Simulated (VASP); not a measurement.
## Mg (Magnesium): accuracy against cost in the smearing and precision settings

How sensitive are energy and pressure of Mg (Magnesium) to the smearing and precision settings? The series runs use LDA. The smearing tried: ISMEAR = 0, SIGMA = 0.01; ISMEAR = 0, SIGMA = 0.05; ISMEAR = 0, SIGMA = 0.1; ISMEAR = 0, SIGMA = 0.2; ISMEAR = 0, SIGMA = 0.5; ISMEAR = 1, SIGMA = 0.01; ISMEAR = 1, SIGMA = 0.05; ISMEAR = 1, SIGMA = 0.1; ISMEAR = 1, SIGMA = 0.2; ISMEAR = 1, SIGMA = 0.5; ISMEAR = -5. The precision settings tried: PREC = Low; PREC = Medium; PREC = Normal; PREC = Single; PREC = Accurate; LREAL = Auto; ADDGRID = .TRUE.; LASPH = .TRUE.. The start is a cell from a database of measured crystal structures.

Calculated with VASP 6.6.1; LDA; plane waves and PAW (Mg).

### 1. The starting structure

It takes space group P6_3/mmc (No. 194, hexagonal). The conventional cell has a = 3.209 Å, b = 3.209 Å, c = 5.210 Å, α = 90.00°, β = 90.00°, γ = 120.00°. Nearest to Mg lie 12 Mg at 3.20 to 3.21 Å.

Structure file:

```xyz
2
Lattice="3.2093 0.0000 0.0000 -1.6046 2.7793 0.0000 0.0000 0.0000 5.2103" Properties=species:S:1:pos:R:3 pbc="T T T"
Mg    0.0000    1.8529    1.3026
Mg    1.6047    0.9264    3.9077
```

### 2. Smearing: ISMEAR = 0, SIGMA = 0.01

Smearing steadies the sum over the Fermi surface at the price of an entropy term. LDA, the lowest rung, knows the local density alone.

INCAR

```
SYSTEM = Mg
PREC = Accurate
ENCUT = 400
EDIFF = 1E-06
NELM = 100
ISMEAR = 0
SIGMA = 0.01
LREAL = .FALSE.
ALGO = Normal
GGA = CA
NBANDS = 8
LORBIT = 11
LWAVE = .FALSE.
LCHARG = .FALSE.
KPAR = 2
ISIF = 2
```

POSCAR

```
Mg
1.0
    3.2093000000      0.0000000000      0.0000000000
   -1.6046500000      2.7793353284      0.0000000000
    0.0000000000      0.0000000000      5.2103000000
Mg
2
Direct
    0.3333333333      0.6666666667      0.2500000000
    0.6666666667      0.3333333333      0.7500000000
```

KPOINTS

```
Automatic mesh
0
Gamma
7 7 4
0 0 0
```

The projector-augmented-wave data sets are Mg (PBE family, release 64).

Run with:

```
> mpirun -np 2 vasp_std
```

Output:

```text
[banner, memory and clock lines left out]
running    2 mpi-ranks, on    1 nodes
 distrk:  each k-point on    1 cores,    2 groups
 distr:  one band on    1 cores,    1 groups

 POSCAR found type information on POSCAR Mg
 POSCAR found :  1 types and       2 ions
|                                                                             |
|               ----> ADVICE to this user running VASP <----                  |
|                                                                             |
|     You enforced a specific xc type in the INCAR file but a different       |
|     [... a line on the potential file left out ...]
|     I HOPE YOU KNOW WHAT YOU ARE DOING!                                     |
|                                                                             |

 LDA part: xc-table for (Slater(with rela. corr.)+CA(PZ))
 , standard interpolation
 POSCAR, INCAR and KPOINTS ok, starting setup
 FFT: planning ... GRIDC
 FFT: planning ... GRID_SOFT
 FFT: planning ... GRID
 WAVECAR not read
 entering main loop
       N       E                     dE             d eps       ncg     rms          rms(c)
DAV:   1    -0.158059712470E+01   -0.15806E+01   -0.11039E+03   384   0.282E+02
DAV:   2    -0.357454163912E+01   -0.19939E+01   -0.18799E+01   528   0.185E+01
DAV:   3    -0.358264438670E+01   -0.81027E-02   -0.81027E-02   528   0.166E+00
DAV:   4    -0.358267146294E+01   -0.27076E-04   -0.27076E-04   536   0.847E-02
DAV:   5    -0.358267155867E+01   -0.95729E-07   -0.95659E-07   472   0.326E-03    0.850E-01
DAV:   6    -0.357211905077E+01    0.10553E-01   -0.66502E-04   480   0.150E-01    0.540E-01
DAV:   7    -0.356381015003E+01    0.83089E-02   -0.23177E-03   408   0.275E-01    0.285E-02
DAV:   8    -0.356380361367E+01    0.65364E-05   -0.16980E-05   552   0.229E-02    0.553E-03
DAV:   9    -0.356380298781E+01    0.62586E-06   -0.43679E-07   376   0.336E-03
   1 F= -.35638030E+01 E0= -.35636341E+01  d E =-.337859E-03
```

Elapsed: 2 s, on 2 MPI ranks of Intel Xeon Platinum 8488C (Sapphire Rapids), shared host; peak memory 0.23 GiB.

Lines that name or quote the potential files are left out of all logs, and their timing lines are given in words.

Parts of OUTCAR (step 2):

```text
ion  position               nearest neighbor table
   1  0.333  0.667  0.250-   2 3.20   2 3.20   2 3.20   2 3.20   2 3.20   2 3.20
   2  0.667  0.333  0.750-   1 3.20   1 3.20   1 3.20   1 3.20   1 3.20   1 3.20

  LATTYP: Found a hexagonal cell.
 ALAT       =     3.2093000000
 C/A-ratio  =     1.6235004518

 Subroutine GETGRP returns: Found 24 space group operations
 (whereof 12 operations were pure point group operations)

The static configuration has the point symmetry D_3d.
 The point group associated with its full space group is D_6h.

 Found     24 irreducible k-points:

   k-points           NKPTS =     24   k-points in BZ     NKDIM =     24   number of bands    NBANDS=      8

   dimension x,y,z NGX =    24 NGY =   24 NGZ =   36
   dimension x,y,z NGXF=    48 NGYF=   48 NGZF=   72

   ENCUT  =  400.0 eV  29.40 Ry    5.42 a.u.   5.23  5.23  8.50*2*pi/ulx,y,z

   NELECT =       4.0000    total number of electrons

 k-points in reciprocal lattice and weights: Automatic mesh
   0.00000000  0.00000000  0.00000000       0.005
   0.14285714  0.00000000  0.00000000       0.031
   0.28571429  0.00000000  0.00000000       0.031
   0.42857143  0.00000000  0.00000000       0.031
   0.14285714  0.14285714  0.00000000       0.031
   0.28571429  0.14285714  0.00000000       0.061
   0.42857143  0.14285714  0.00000000       0.031
   0.28571429  0.28571429  0.00000000       0.031
   0.00000000  0.00000000  0.25000000       0.010
[...]
0.42857143  0.14285714  0.50000000       0.031
   0.28571429  0.28571429  0.50000000       0.031

 average (electrostatic) potential at core
       1 -38.7244       2 -38.7244

 E-fermi :   2.3425

 k-point     1 :       0.0000    0.0000    0.0000
  band No.  band energies     occupation
      1      -4.4822      2.00000
      2       0.7592      2.00000
      3       1.1110      2.00000
      4      13.2136      0.00000
      5      13.2136      0.00000
      6      13.2436      0.00000
      7      13.2436      0.00000
      8      14.1321      0.00000

 k-point     2 :       0.1429    0.0000    0.0000
  band No.  band energies     occupation
      1      -4.0846      2.00000
      2       1.1225      2.00000
      3       1.4977      2.00000
      4       9.1484      0.00000
      5      11.2263      0.00000
      6      11.9938      0.00000
      7      13.8523      0.00000
      8      14.3714      0.00000

 k-point     3 :       0.2857    0.0000    0.0000
  band No.  band energies     occupation
      1      -2.9018      2.00000
      2       2.2137      2.00000
      3       2.5917      0.00000
      4       5.2283      0.00000
      5       9.7504      0.00000
      6       9.8941      0.00000
      7       9.9096      0.00000
    ...

  Total       -0.9460275     -0.9460275     -0.0488351      0.0000000      0.0000000      0.0000000
  in kB      -32.6137223    -32.6137223     -1.6835609      0.0000000      0.0000000      0.0000000
  external PRESSURE =     -22.3036685 kB  Pullay stress =       0.0000000 kB

  energy-cutoff  :      400.00
  volume of cell :       46.47
      direct lattice vectors                 reciprocal lattice vectors
     3.209300000  0.000000000  0.000000000     0.311594429  0.179899127  0.000000000
    -1.604650000  2.779335328  0.000000000     0.000000000  0.359798255  0.000000000
     0.000000000  0.000000000  5.210300000     0.000000000  0.000000000  0.191927528

 POSITION                                       TOTAL-FORCE (eV/Angst)
 -----------------------------------------------------------------------------------
     -0.00000      1.85289      1.30258         0.000000     -0.000000      0.000000
      1.60465      0.92645      3.90773        -0.000000      0.000000      0.000000
 -----------------------------------------------------------------------------------
    total drift:                                0.000000     -0.000000      0.000000

  FREE ENERGIE OF THE ION-ELECTRON SYSTEM (eV)
  ---------------------------------------------------
  free  energy   TOTEN  =        -3.5638029878 eV

  energy  without entropy=       -3.5634651292  energy(sigma->0) =       -3.56363406

 total charge
# of ion       s       p       d       tot
------------------------------------------
    1        0.221   0.123   0.012   0.355
    2        0.221   0.123   0.012   0.355
--------------------------------------------------
tot          0.441   0.245   0.023   0.710

[... 3 further parts left out ...]
```

The k-mesh is coarse for a metal. The PAW data sets were made with PBE, though LDA sets exist; this is a small mismatch.

Numbers from this step:

```yaml
scf_cycles: 9
electrons: 4
bands: 8
irreducible_k_points: 24
symmetry_operations: 24
free_energy_toten: -3.564 eV
energy_at_zero_smearing: -3.564 eV
fermi_energy: 2.342 eV
pressure: -2.230 GPa
metallic: yes
```

The series starts at -1.7818 eV an atom and -2.23 GPa, after 9 cycles in 2 s. The entropy term T·S comes to 0.17 meV an atom in size.

### 3. Smearing: ISMEAR = 0, SIGMA = 0.05

INCAR: that of step 2 with these lines changed.

```diff
@@ -6,3 +6,3 @@
 ISMEAR = 0
-SIGMA = 0.01
+SIGMA = 0.05
 LREAL = .FALSE.
```

POSCAR is that of step 2.

KPOINTS is that of step 2.

Run with:

```
> mpirun -np 2 vasp_std
```

Output:

```text
[banner, memory and clock lines left out]
running    2 mpi-ranks, on    1 nodes
[...]
[... a notice as in an earlier step ...]

 LDA part: xc-table for (Slater(with rela. corr.)+CA(PZ))
 , standard interpolation
 POSCAR, INCAR and KPOINTS ok, starting setup
[...]
entering main loop
       N       E                     dE             d eps       ncg     rms          rms(c)
DAV:   1    -0.158193486107E+01   -0.15819E+01   -0.11039E+03   384   0.282E+02
DAV:   2    -0.357590120593E+01   -0.19940E+01   -0.18842E+01   528   0.185E+01
DAV:   3    -0.358400639200E+01   -0.81052E-02   -0.81049E-02   528   0.166E+00
DAV:   4    -0.358403348317E+01   -0.27091E-04   -0.27091E-04   536   0.847E-02
DAV:   5    -0.358403357873E+01   -0.95556E-07   -0.95659E-07   472   0.326E-03    0.850E-01
DAV:   6    -0.357347603841E+01    0.10558E-01   -0.66580E-04   480   0.150E-01    0.540E-01
DAV:   7    -0.356516603458E+01    0.83100E-02   -0.23192E-03   408   0.275E-01    0.285E-02
DAV:   8    -0.356515941846E+01    0.66161E-05   -0.17018E-05   552   0.229E-02    0.554E-03
DAV:   9    -0.356515879213E+01    0.62633E-06   -0.43653E-07   376   0.336E-03
   1 F= -.35651588E+01 E0= -.35642929E+01  d E =-.173181E-02
```

Wall time 2 s (2 MPI ranks); peak memory 0.24 GiB.

From OUTCAR (step 3):

```text
  Total       -0.9442977     -0.9442977     -0.0523949      0.0000000      0.0000000      0.0000000
  in kB      -32.5540876    -32.5540876     -1.8062806      0.0000000      0.0000000      0.0000000
  external PRESSURE =     -22.3048186 kB  Pullay stress =       0.0000000 kB

 POSITION                                       TOTAL-FORCE (eV/Angst)
 -----------------------------------------------------------------------------------
     -0.00000      1.85289      1.30258        -0.000000     -0.000000      0.000000
      1.60465      0.92645      3.90773         0.000000      0.000000      0.000000
 -----------------------------------------------------------------------------------
    total drift:                                0.000000     -0.000000      0.000000

  FREE ENERGIE OF THE ION-ELECTRON SYSTEM (eV)
  ---------------------------------------------------
  free  energy   TOTEN  =        -3.5651587921 eV

  energy  without entropy=       -3.5634269779  energy(sigma->0) =       -3.56429289

[... 2 parts as in an earlier step ...]

[... 1 further part left out ...]
[key lines of the parts left out:]
E-fermi :   2.3368
```

Against the run before the energy at zero width moves by -0.33 meV an atom while the pressure stays within 0.01 GPa, after 9 cycles in 2 s. The entropy term T·S comes to 0.87 meV an atom in size.

### 4. Smearing: ISMEAR = 0, SIGMA = 0.1

INCAR: that of step 3 with these lines changed.

```diff
@@ -6,3 +6,3 @@
 ISMEAR = 0
-SIGMA = 0.05
+SIGMA = 0.1
 LREAL = .FALSE.
```

POSCAR is that of step 3.

KPOINTS is that of step 3.

Run with:

```
> mpirun -np 2 vasp_std
```

Output:

```text
[... set-up lines as in an earlier step ...]
 entering main loop
       N       E                     dE             d eps       ncg     rms          rms(c)
DAV:   1    -0.158381515794E+01   -0.15838E+01   -0.11039E+03   384   0.282E+02
DAV:   2    -0.357798280456E+01   -0.19942E+01   -0.18901E+01   528   0.185E+01
DAV:   3    -0.358611618075E+01   -0.81334E-02   -0.81321E-02   528   0.166E+00
DAV:   4    -0.358614343945E+01   -0.27259E-04   -0.27259E-04   536   0.849E-02
DAV:   5    -0.358614353552E+01   -0.96067E-07   -0.95662E-07   472   0.326E-03    0.850E-01
DAV:   6    -0.357555467171E+01    0.10589E-01   -0.67135E-04   480   0.150E-01    0.540E-01
DAV:   7    -0.356723485070E+01    0.83198E-02   -0.23353E-03   408   0.276E-01    0.286E-02
DAV:   8    -0.356722793951E+01    0.69112E-05   -0.17412E-05   552   0.231E-02    0.542E-03
DAV:   9    -0.356722729875E+01    0.64076E-06   -0.42678E-07   376   0.332E-03
   1 F= -.35672273E+01 E0= -.35647517E+01  d E =-.495121E-02
```

It took 2.2 s on 2 MPI ranks; peak memory 0.24 GiB; 2.9 s of CPU time.

From OUTCAR (step 4):

```text
  Total       -0.9143168     -0.9143168     -0.1059822      0.0000000      0.0000000      0.0000000
  in kB      -31.5205149    -31.5205149     -3.6536709      0.0000000      0.0000000      0.0000000
  external PRESSURE =     -22.2315669 kB  Pullay stress =       0.0000000 kB

 POSITION                                       TOTAL-FORCE (eV/Angst)
 -----------------------------------------------------------------------------------
     -0.00000      1.85289      1.30258         0.000000      0.000000      0.000000
      1.60465      0.92645      3.90773        -0.000000      0.000000      0.000000
 -----------------------------------------------------------------------------------
    total drift:                                0.000000     -0.000000      0.000000

  FREE ENERGIE OF THE ION-ELECTRON SYSTEM (eV)
  ---------------------------------------------------
  free  energy   TOTEN  =        -3.5672272988 eV

  energy  without entropy=       -3.5622760923  energy(sigma->0) =       -3.56475170

[... 2 parts as in an earlier step ...]

[... 1 further part left out ...]
[key lines of the parts left out:]
E-fermi :   2.3441
```

Against the run before the energy at zero width moves by -0.23 meV an atom and the pressure by +0.01 GPa, after 9 cycles in 2.2 s. The entropy term T·S comes to 2.48 meV an atom in size.

### 5. Smearing: ISMEAR = 0, SIGMA = 0.2

INCAR: that of step 4 with these lines changed.

```diff
@@ -6,3 +6,3 @@
 ISMEAR = 0
-SIGMA = 0.1
+SIGMA = 0.2
 LREAL = .FALSE.
```

POSCAR is that of step 4.

KPOINTS is that of step 4.

Run with:

```
> mpirun -np 2 vasp_std
```

Output:

```text
[... set-up lines as in an earlier step ...]
 entering main loop
       N       E                     dE             d eps       ncg     rms          rms(c)
DAV:   1    -0.158990274203E+01   -0.15899E+01   -0.11039E+03   384   0.282E+02
DAV:   2    -0.358421862434E+01   -0.19943E+01   -0.18980E+01   528   0.185E+01
DAV:   3    -0.359238789078E+01   -0.81693E-02   -0.81679E-02   528   0.167E+00
DAV:   4    -0.359241535201E+01   -0.27461E-04   -0.27462E-04   536   0.852E-02
DAV:   5    -0.359241544785E+01   -0.95842E-07   -0.95671E-07   472   0.326E-03    0.849E-01
DAV:   6    -0.358185286712E+01    0.10563E-01   -0.66915E-04   480   0.150E-01    0.540E-01
DAV:   7    -0.357355590940E+01    0.82970E-02   -0.23247E-03   408   0.275E-01    0.286E-02
DAV:   8    -0.357354895892E+01    0.69505E-05   -0.17317E-05   552   0.230E-02    0.540E-03
DAV:   9    -0.357354831720E+01    0.64171E-06   -0.42484E-07   376   0.331E-03
   1 F= -.35735483E+01 E0= -.35656992E+01  d E =-.156983E-01
```

Wall time 2 s (2 MPI ranks); peak memory 0.24 GiB; 2.7 s of CPU time.

Parts of OUTCAR (step 5):

```text
  Total       -0.8909622     -0.8909622     -0.1349486      0.0000000     -0.0000000      0.0000000
  in kB      -30.7153771    -30.7153771     -4.6522692      0.0000000     -0.0000000      0.0000000
  external PRESSURE =     -22.0276745 kB  Pullay stress =       0.0000000 kB

 POSITION                                       TOTAL-FORCE (eV/Angst)
 -----------------------------------------------------------------------------------
     -0.00000      1.85289      1.30258         0.000000      0.000000      0.000000
      1.60465      0.92645      3.90773        -0.000000     -0.000000      0.000000
 -----------------------------------------------------------------------------------
    total drift:                                0.000000     -0.000000      0.000000

  FREE ENERGIE OF THE ION-ELECTRON SYSTEM (eV)
  ---------------------------------------------------
  free  energy   TOTEN  =        -3.5735483172 eV

  energy  without entropy=       -3.5578499977  energy(sigma->0) =       -3.56569916

[... 2 parts as in an earlier step ...]

[... 1 further part left out ...]
[key lines of the parts left out:]
E-fermi :   2.3830
```

Against the run before the energy at zero width moves by -0.47 meV an atom and the pressure by +0.02 GPa, after 9 cycles in 2 s. The entropy term T·S comes to 7.85 meV an atom in size.

### 6. Smearing: ISMEAR = 0, SIGMA = 0.5

INCAR: that of step 5 with these lines changed.

```diff
@@ -6,3 +6,3 @@
 ISMEAR = 0
-SIGMA = 0.2
+SIGMA = 0.5
 LREAL = .FALSE.
```

POSCAR is that of step 5.

KPOINTS is that of step 5.

Run with:

```
> mpirun -np 2 vasp_std
```

Output:

```text
[... set-up lines as in an earlier step ...]
 entering main loop
       N       E                     dE             d eps       ncg     rms          rms(c)
DAV:   1    -0.163822056086E+01   -0.16382E+01   -0.11039E+03   384   0.282E+02
DAV:   2    -0.362392471698E+01   -0.19857E+01   -0.18932E+01   528   0.186E+01
DAV:   3    -0.363215027870E+01   -0.82256E-02   -0.82241E-02   528   0.167E+00
DAV:   4    -0.363217779378E+01   -0.27515E-04   -0.27515E-04   536   0.855E-02
DAV:   5    -0.363217788951E+01   -0.95737E-07   -0.95715E-07   472   0.327E-03    0.858E-01
DAV:   6    -0.362171139404E+01    0.10466E-01   -0.64137E-04   480   0.150E-01    0.546E-01
DAV:   7    -0.361344251297E+01    0.82689E-02   -0.22227E-03   400   0.274E-01    0.289E-02
DAV:   8    -0.361343595033E+01    0.65626E-05   -0.15648E-05   560   0.220E-02    0.578E-03
DAV:   9    -0.361343523422E+01    0.71611E-06   -0.47636E-07   384   0.350E-03
   1 F= -.36134352E+01 E0= -.35665855E+01  d E =-.936994E-01
```

Wall time 2 s (2 MPI ranks); peak memory 0.24 GiB.

Parts of OUTCAR (step 6):

```text
  Total       -0.8266639     -0.8266639     -0.2518957      0.0000000     -0.0000000      0.0000000
  in kB      -28.4987332    -28.4987332     -8.6839501      0.0000000     -0.0000000      0.0000000
  external PRESSURE =     -21.8938055 kB  Pullay stress =       0.0000000 kB

  FREE ENERGIE OF THE ION-ELECTRON SYSTEM (eV)
  ---------------------------------------------------
  free  energy   TOTEN  =        -3.6134352342 eV

  energy  without entropy=       -3.5197357887  energy(sigma->0) =       -3.56658551

[... 3 parts as in an earlier step ...]

[... 1 further part left out ...]
[key lines of the parts left out:]
E-fermi :   2.3943
```

Against the run before the energy at zero width moves by -0.44 meV an atom and the pressure by +0.01 GPa, after 9 cycles in 2 s. The entropy term T·S comes to 46.85 meV an atom in size.

### 7. Smearing: ISMEAR = 1, SIGMA = 0.01

INCAR: that of step 6 with these lines changed.

```diff
@@ -5,4 +5,4 @@
 NELM = 100
-ISMEAR = 0
-SIGMA = 0.5
+ISMEAR = 1
+SIGMA = 0.01
 LREAL = .FALSE.
```

POSCAR is that of step 6.

KPOINTS is that of step 6.

Run with:

```
> mpirun -np 2 vasp_std
```

Output:

```text
[... set-up lines as in an earlier step ...]
 entering main loop
       N       E                     dE             d eps       ncg     rms          rms(c)
DAV:   1    -0.158043581176E+01   -0.15804E+01   -0.11039E+03   384   0.282E+02
DAV:   2    -0.357437145429E+01   -0.19939E+01   -0.18773E+01   528   0.184E+01
DAV:   3    -0.358247420173E+01   -0.81027E-02   -0.81027E-02   528   0.166E+00
DAV:   4    -0.358250127803E+01   -0.27076E-04   -0.27076E-04   536   0.847E-02
DAV:   5    -0.358250137354E+01   -0.95515E-07   -0.95659E-07   472   0.326E-03    0.850E-01
DAV:   6    -0.357194886551E+01    0.10553E-01   -0.66502E-04   480   0.150E-01    0.540E-01
DAV:   7    -0.356363996483E+01    0.83089E-02   -0.23177E-03   408   0.275E-01    0.285E-02
DAV:   8    -0.356363342861E+01    0.65362E-05   -0.16980E-05   552   0.229E-02    0.553E-03
DAV:   9    -0.356363280304E+01    0.62557E-06   -0.43679E-07   376   0.336E-03
   1 F= -.35636328E+01 E0= -.35635769E+01  d E =-.167673E-03
```

Elapsed: 2 s, on 2 MPI ranks; peak memory 0.24 GiB.

OUTCAR, selected parts (step 7):

```text
  Total       -0.9460275     -0.9460275     -0.0488351      0.0000000      0.0000000      0.0000000
  in kB      -32.6137224    -32.6137224     -1.6835609      0.0000000      0.0000000      0.0000000
  external PRESSURE =     -22.3036686 kB  Pullay stress =       0.0000000 kB

  FREE ENERGIE OF THE ION-ELECTRON SYSTEM (eV)
  ---------------------------------------------------
  free  energy   TOTEN  =        -3.5636328030 eV

  energy  without entropy=       -3.5634651295  energy(sigma->0) =       -3.56357691

[... 3 parts as in an earlier step ...]

[... 1 further part left out ...]
[key lines of the parts left out:]
E-fermi :   2.3430
```

Against the first of the series the energy at zero width moves by +0.03 meV an atom while the pressure stays within 0.01 GPa, after 9 cycles in 2 s. The entropy term T·S comes to 0.08 meV an atom in size.

(Part 1 of 3 ends here.)

[Lines on the potential files, build, host, timing and source positions are cut from VASP's logs without a mark.]

[Logs are printed without paths, hosts, clocks, repeated set-up lines and the standing remarks that a program may print on its own settings, such as how far it seeks lower states.]

[Hosts, paths, dates, database ids (printed as entryN), source tags and the programs' standing remarks are cut or masked in the printed files.]

[A measured line is paired with the nearest computed mode of its activity, which favours agreement.]
